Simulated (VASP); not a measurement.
# PtSe2: relaxation of the atoms with rev-vdW-DF2

PtSe2:

```
Pt Se
1.0
     3.72400    0.00000    0.00000
    -1.86200    3.22508    0.00000
     0.00000    0.00000    5.22905
Pt Se
1 2
Direct
  0.00000 0.00000 0.00000
  0.33333 0.66667 0.24201
  0.66667 0.33333 0.75799
```

| Item | Value |
| --- | --- |
| Program | VASP 6.6.1 |
| Task | relaxation of the atoms |
| Functional | rev-vdW-DF2 |
| Potentials or basis | VASP PAW PBE potentials, release 64 (Pt, Se) |
| Cutoff | 520 eV |
| k mesh | 10 × 10 × 8 |
| Occupations | gaussian, width 0.05 eV |
| Spin | no spin polarisation |
| Further INCAR settings | ALGO = Fast; EDIFF = 1e-06; IBRION = 2; EDIFFG = -0.005; NSW = 40 |

```
Energy gained by relaxing : 16.1 meV/atom
Ionic steps               : 5
Pressure after relaxing   : 1.1 GPa
Band gap on the k mesh    : none (metal or under the smearing width)
```

Stress tensor (GPa, compression positive):
```
 2.02  0.00  0.00
 0.00  2.02  0.00
 0.00  0.00 -0.65
```

Step by step:
```csv
step,energy change (eV),largest force (eV/Å),pressure (GPa)
1,0.0000,0.7631,5.16
2,-0.0396,0.3162,2.77
3,-0.0483,0.0065,1.16
4,-0.0483,0.0075,1.09
5,-0.0483,0.0001,1.13
```

Final structure:
```cif
data_structure
_symmetry_space_group_name_H-M 'P 1'
_symmetry_Int_Tables_number 1
_cell_length_a 3.7240
_cell_length_b 3.7240
_cell_length_c 5.2290
_cell_angle_alpha 90.000
_cell_angle_beta 90.000
_cell_angle_gamma 120.000
_cell_volume 62.80
loop_
_atom_site_label
_atom_site_type_symbol
_atom_site_fract_x
_atom_site_fract_y
_atom_site_fract_z
_atom_site_occupancy
Pt1 Pt 0.00000 0.00000 0.00000 1
Se1 Se 0.33333 0.66667 0.25442 1
Se2 Se 0.66667 0.33333 0.74558 1
```

Levels at points of the mesh, in eV from the Fermi level:
```
           k point  band 8  band 9  band 10  band 11  band 12  band 13  band 14  band 15
(0.00, 0.00, 0.00)   -2.58   -0.88    -0.88     0.37     1.42     1.42     3.84     3.96
(0.50, 0.00, 0.00)   -3.22   -3.20    -3.17    -2.83     0.63     2.20     4.76     5.76
(0.00, 0.00, 0.50)   -2.93   -1.76    -1.30    -1.30     2.19     2.19     4.86     6.16
(0.50, 0.00, 0.50)   -3.23   -2.97    -2.49    -1.39     0.94     1.51     4.27     4.76
```

It took 3.8 min on 2 MPI ranks on Intel(R) Xeon(R) Platinum 8488C (Sapphire Rapids) (shared host), peak memory 0.44 GiB a rank.

Caveat: the PAW data sets were made with another functional, which shifts forces and pressure a little. Spin-orbit coupling is left out, which matters for the levels of Pt.
